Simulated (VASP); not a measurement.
OSZICAR of a VASP run on NiSi₂ (fluorite):

File OSZICAR:
```
       N       E                     dE             d eps       ncg     rms          rms(c)
DAV:   1     0.733415981098E+02    0.73342E+02   -0.78055E+03  1222   0.139E+03
DAV:   2    -0.149096959300E+02   -0.88251E+02   -0.83003E+02  1252   0.254E+02
DAV:   3    -0.193064414017E+02   -0.43967E+01   -0.42950E+01  1631   0.637E+01
DAV:   4    -0.193865820306E+02   -0.80141E-01   -0.80069E-01  1407   0.826E+00
DAV:   5    -0.193887525493E+02   -0.21705E-02   -0.21700E-02  1628   0.142E+00    0.169E+01
DAV:   6    -0.237147390535E+02   -0.43260E+01   -0.54039E+01  1340   0.183E+02    0.245E+01
DAV:   7    -0.173867498673E+02    0.63280E+01   -0.15805E+01  1470   0.115E+02    0.391E+00
DAV:   8    -0.173544975215E+02    0.32252E-01   -0.21521E+00  1814   0.246E+01    0.276E+00
DAV:   9    -0.173028003374E+02    0.51697E-01   -0.28252E-01  1486   0.115E+01    0.583E-01
DAV:  10    -0.173016292219E+02    0.11711E-02   -0.10970E-02  1699   0.215E+00    0.253E-01
DAV:  11    -0.173017832202E+02   -0.15400E-03   -0.86960E-04  1465   0.239E-01    0.439E-02
DAV:  12    -0.173018169890E+02   -0.33769E-04   -0.42745E-05  1519   0.948E-02    0.199E-02
DAV:  13    -0.173018166316E+02    0.35743E-06   -0.19679E-05  1502   0.969E-02    0.803E-03
DAV:  14    -0.173018168451E+02   -0.21351E-06   -0.13764E-06  1099   0.109E-02
   1 F= -.14926923E+02 E0= -.14926416E+02  d E =-.149269E+02
```

Problem. Which electronic solver shows in the log?

Solution. It is blocked Davidson (ALGO = Normal, or the opening steps of other solvers). The INCAR had ALGO = Normal.

Problem. How was spin treated?

Solution. Without spin polarisation: there is no mag entry.

Problem. Can the final energy be trusted as converged?

Solution. Self-consistency was reached. It stopped with EDIFF = 1E-6, NELM = 100, NSW = 40 and EDIFFG = -0.02 after 1 ionic step (PBE GGA, plane waves, VASP's PBE PAW potentials (set 64)).

The compound is NiSi2 in the fluorite structure. It was relaxed first under an external pressure of 10 GPa. The run is not spin-polarised, so no magnetic state was tried.
